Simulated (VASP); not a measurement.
CeZn2Ni:

```xyz
4
Lattice="3.8644 0.0000 0.0000 0.0000 3.8644 0.0000 0.0000 0.0000 4.9193" Properties=species:S:1:pos:R:3 pbc="T T T"
Ce    0.0000    0.0000    0.0000
Zn    0.0000    1.9322    2.4596
Zn    1.9322    0.0000    2.4596
Ni    1.9322    1.9322    0.0000
```

The cell comes from a database or a generator and needn't be the stable form of this composition.

* Program: VASP 6.6.1
* Task: relaxation of cell and atoms
* Functional: PBEsol
* Potentials or basis: VASP PAW PBE potentials, release 64 (Ce, Zn, Ni)
* Cutoff: 600 eV
* k mesh: 5 × 5 × 5
* Occupations: fermi-dirac, width 0.05 eV
* Spin: collinear spin, ferromagnetic start
* Starting moments: [1.0, 0.0, 0.0, 1.0] μB
* Hubbard terms: Ce f U = 5 eV, Ni d U = 5 eV

At the start: pressure -5.1 GPa; volume 18.37 Å³/atom.

How do energy, volume and symmetry change on relaxing?

Over 6 steps the energy falls by 18.9 meV/atom and the volume is 17.26 Å³/atom (-6.0 %); space group P4/mmm (No. 123, to 0.05 Å); moment 0.00 μB per cell.

Step by step:
```tsv
step	energy change (eV)	largest force (eV/Å)	pressure (GPa)	volume (Å³)
1	0.0000	0.0000	-5.08	73.46
2	-0.0644	0.0000	2.26	67.45
3	-0.0750	0.0000	0.01	68.99
4	-0.0750	0.0000	-0.11	69.08
5	-0.0756	0.0000	-0.09	69.07
6	-0.0758	0.0000	-0.09	69.05
```

Final structure:
```yaml
crystal:
  lattice:
    - [3.79504, 0.00000, 0.00000]
    - [0.00000, 3.79504, 0.00000]
    - [0.00000, 0.00000, 4.79427]
  atoms:
    - { symbol: Ce, position: [0.00000, 0.00000, 0.00000] }
    - { symbol: Zn, position: [0.00000, 0.50000, 0.50000] }
    - { symbol: Zn, position: [0.50000, 0.00000, 0.50000] }
    - { symbol: Ni, position: [0.50000, 0.50000, 0.00000] }
```

Caveat: the magnetic or orbital state may not be the lowest; the PAW data sets were made with another functional, which shifts forces and pressure a little.
